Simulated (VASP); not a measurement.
Calculation: LDA (Ceperley-Alder, Perdew-Zunger), VASP's LDA PAW potentials (set 64) (plane waves; VASP 6.6.1).

VASP input:

### INCAR
```
# general
SYSTEM  = Li3YSb2
PREC    = Accurate
ENCUT   = 400   # plane-wave cut-off (eV)
LREAL   = .FALSE.   # projection in real space or not
LASPH   = .TRUE.   # aspherical one-centre terms

# electronic loop
EDIFF   = 1E-6   # SCF stop (eV)
NELM    = 100
ALGO    = Normal   # blocked Davidson
LMAXMIX = 4   # l cut-off of mixed one-centre charges

# smearing
ISMEAR  = -1   # Fermi-Dirac
SIGMA   = 0.136   # width (eV)

# ions
ISIF    = 2   # forces and stress, cell fixed

# output
LWAVE   = .FALSE.
LCHARG  = .FALSE.
```

### KPOINTS
```
Regular mesh
0
gamma
 6 6 3
```

**POSCAR**
```
Li3YSb2
1
    4.5314800000     0.0000000000     0.0000000000
   -2.2657400000     3.9243770000     0.0000000000
    0.0000000000     0.0000000000     7.1873900000
Li Y Sb
3 1 2
Direct
  0.3333330000   0.6666670000   0.6510100000
  0.6666670000   0.3333330000   0.3489900000
  0.0000000000   0.0000000000   0.5000000000
  0.0000000000   0.0000000000   0.0000000000
  0.3333330000   0.6666670000   0.2492500000
  0.6666670000   0.3333330000   0.7507500000
```

POTCAR, in this order: Li_sv Y_sv Sb (LDA.64 set). Program: vasp_std.

The resulting files:

OUTCAR:
```
 ion  position               nearest neighbor table
   1  0.333  0.667  0.651-   6 2.71   6 2.71   6 2.71   5 2.89
   2  0.667  0.333  0.349-   5 2.71   5 2.71   5 2.71   6 2.89
   3  0.000  0.000  0.500-   5 3.18   6 3.18   6 3.18   5 3.18   6 3.18   5 3.18
   4  0.000  0.000  0.000-   5 3.17   6 3.17   6 3.17   5 3.17   6 3.17   5 3.17
   5  0.333  0.667  0.249-   2 2.71   2 2.71   2 2.71   1 2.89   4 3.17   4 3.17   4 3.17   3 3.18
                             3 3.18   3 3.18
   6  0.667  0.333  0.751-   1 2.71   1 2.71   1 2.71   2 2.89   4 3.17   4 3.17   4 3.17   3 3.18
                             3 3.18   3 3.18
  LATTYP: Found a hexagonal cell.
 ALAT       =     4.5314800000
 C/A-ratio  =     1.5861021123
 Subroutine PRICEL returns:
 Original cell was already a primitive cell.
 Subroutine GETGRP returns: Found 12 space group operations
The static configuration has the point symmetry D_3d.
The dynamic configuration has the point symmetry D_3d.
 Subroutine INISYM returns: Found 12 space group operations
 Subroutine IBZKPT returns following result:
 Found     17 irreducible k-points:

 Following reciprocal coordinates:
            Coordinates               Weight
  0.000000  0.000000  0.000000      1.000000
  0.166667  0.000000  0.000000      6.000000
  0.333333 -0.000000  0.000000      6.000000
  0.500000 -0.000000  0.000000      3.000000
  0.166667  0.166667  0.000000      6.000000
  0.333333  0.166667  0.000000     12.000000
  0.333333  0.333333  0.000000      2.000000
  0.000000  0.000000  0.333333      2.000000
  0.166667  0.000000  0.333333      6.000000
  0.000000  0.166667  0.333333      6.000000
  0.333333 -0.000000  0.333333      6.000000
  0.000000  0.333333  0.333333      6.000000
  0.500000 -0.000000  0.333333      6.000000
  0.166667  0.166667  0.333333     12.000000
  0.333333  0.166667  0.333333     12.000000
 -0.166667  0.500000  0.333333     12.000000
  0.333333  0.333333  0.333333      4.000000
...
```

**OSZICAR**
```
       N       E                     dE             d eps       ncg     rms          rms(c)
DAV:   1     0.146354814788E+03    0.14635E+03   -0.11614E+04   646   0.126E+03
DAV:   2    -0.101372135953E+02   -0.15649E+03   -0.15105E+03   787   0.303E+02
DAV:   3    -0.279196350702E+02   -0.17782E+02   -0.17589E+02  1088   0.671E+01
DAV:   4    -0.297812593153E+02   -0.18616E+01   -0.18555E+01   945   0.257E+01
DAV:   5    -0.299531376486E+02   -0.17188E+00   -0.17186E+00  1041   0.641E+00    0.200E+01
DAV:   6    -0.282253883064E+02    0.17277E+01   -0.43062E+00   774   0.836E+00    0.168E+01
DAV:   7    -0.281722361214E+02    0.53152E-01   -0.22595E+00   961   0.576E+00    0.936E+00
DAV:   8    -0.282639420332E+02   -0.91706E-01   -0.22557E+00   730   0.606E+00    0.394E+00
DAV:   9    -0.281154379153E+02    0.14850E+00   -0.90955E-01   772   0.381E+00    0.381E-01
DAV:  10    -0.281168740226E+02   -0.14361E-02   -0.39272E-02   819   0.103E+00    0.921E-01
DAV:  11    -0.281165840777E+02    0.28994E-03   -0.32790E-03   990   0.340E-01    0.106E-01
DAV:  12    -0.281164879166E+02    0.96161E-04   -0.15153E-03   989   0.147E-01    0.645E-02
DAV:  13    -0.281164634680E+02    0.24449E-04   -0.34926E-04   763   0.854E-02    0.199E-02
DAV:  14    -0.281164650569E+02   -0.15889E-05   -0.49948E-05   782   0.338E-02    0.393E-02
DAV:  15    -0.281164630824E+02    0.19745E-05   -0.77647E-06   729   0.142E-02    0.177E-02
DAV:  16    -0.281164627744E+02    0.30793E-06   -0.29081E-06   692   0.867E-03
   1 F= -.28116463E+02 E0= -.28097441E+02  d E =-.380433E-01
```

File OUTCAR:
```
------------------------ aborting loop because EDIFF is reached ----------------------------------------
  FORCE on cell =-STRESS in cart. coord.  units (eV):
  Direction    XX          YY          ZZ          XY          YZ          ZX
  --------------------------------------------------------------------------------------
  Total       -3.4153898     -3.4153902     -3.8205215      0.0000000      0.0000000      0.0000000
  in kB      -42.8123297    -42.8123342    -47.8907047      0.0000000      0.0000000      0.0000000
  external PRESSURE =     -44.5051229 kB  Pullay stress =       0.0000000 kB
  volume of cell :      127.82
      direct lattice vectors                 reciprocal lattice vectors
     4.531480000  0.000000000  0.000000000     0.220678454  0.127408758  0.000000000
    -2.265740000  3.924377000  0.000000000     0.000000000  0.254817516  0.000000000
     0.000000000  0.000000000  7.187390000     0.000000000  0.000000000  0.139132564
 POSITION                                       TOTAL-FORCE (eV/Angst)
 -----------------------------------------------------------------------------------
     -0.00000      2.61625      4.67906         0.000000     -0.000000      0.006419
      2.26574      1.30812      2.50833        -0.000000      0.000000     -0.006419
      0.00000      0.00000      3.59369         0.000000      0.000000      0.000000
      0.00000      0.00000      0.00000         0.000000      0.000000      0.000000
     -0.00000      2.61625      1.79146         0.000000     -0.000000     -0.133140
      2.26574      1.30812      5.39593        -0.000000      0.000000      0.133140
 -----------------------------------------------------------------------------------
    total drift:                                0.000000      0.000000      0.000000
  FREE ENERGIE OF THE ION-ELECTRON SYSTEM (eV)
  ---------------------------------------------------
  free  energy   TOTEN  =       -28.1164627744 eV

  energy  without entropy=      -28.0784195059  energy(sigma->0) =      -28.09744114
```
(Selected blocks of OUTCAR.)

At this cut-off the stress carries a Pulay error, which pulls relaxed volumes low.

The structure comes from a computed database's Li3YSb2 entry (P-3m1); how it stands against other phases isn't given here. The cell was not relaxed at this level. The run is one of a series of settings (GGA removed, POTCAR Li_sv Y_sv Sb (LDA.64 set) against the base run), some of them coarse on purpose.
